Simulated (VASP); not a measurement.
Here is the system:

```yaml
crystal:
  lattice:
    - [3.83092, 0.00000, 0.00000]
    - [-1.91546, 3.31768, 0.00000]
    - [0.00000, 0.00000, 5.14042]
  atoms:
    - { symbol: Co, position: [0.00000, 0.00000, 0.75152] }
    - { symbol: Co, position: [0.00000, 0.00000, 0.24848] }
    - { symbol: Sb, position: [0.66667, 0.33333, 0.50000] }
    - { symbol: Te, position: [0.33333, 0.66667, 0.00000] }
```

All values below come from PBEsol GGA with spin-orbit coupling, VASP's PBE PAW potentials (set 64) (plane waves; VASP). Numerical set-up: 400 eV cut-off, 8×8×6 Γ-centred mesh, Gaussian smearing of 0.050 eV, potentials Co Sb Te.

Give the energies of bands 21 to 34 at the high-symmetry points, in eV from the Fermi level.

| band | Γ | M | K | A | L | H |
|---|---|---|---|---|---|---|
| 21 | -0.66 | -1.44 | -1.36 | -1.51 | -1.28 | -1.49 |
| 22 | -0.66 | -1.44 | -1.28 | -1.51 | -1.28 | -1.43 |
| 23 | -0.60 | -1.21 | -1.11 | -1.50 | -1.26 | -1.42 |
| 24 | -0.60 | -1.21 | -1.11 | -1.50 | -1.26 | -1.36 |
| 25 | -0.26 | -0.98 | -0.72 | -0.17 | -1.21 | -0.80 |
| 26 | -0.26 | -0.98 | -0.70 | -0.17 | -1.21 | -0.76 |
| 27 | 0.34 | -0.72 | -0.65 | -0.13 | -1.16 | -0.74 |
| 28 | 0.34 | -0.72 | -0.64 | -0.13 | -1.16 | -0.71 |
| 29 | 0.74 | -0.59 | -0.35 | 1.50 | 0.23 | -0.67 |
| 30 | 0.74 | -0.59 | -0.24 | 1.50 | 0.23 | -0.63 |
| 31 | 2.77 | 0.25 | -0.16 | 1.81 | 0.68 | -0.58 |
| 32 | 2.77 | 0.25 | -0.07 | 1.81 | 0.68 | -0.58 |
| 33 | 2.85 | 1.70 | 0.86 | 2.64 | 1.92 | 3.60 |
| 34 | 2.85 | 1.70 | 0.90 | 2.64 | 1.92 | 3.76 |

It has no gap at this level: it comes out as a metal or semimetal.

The structure comes from a computed database's Co2SbTe entry (P-6m2); how it stands against other phases isn't given here. It was relaxed first, which changed the volume by -5 %.
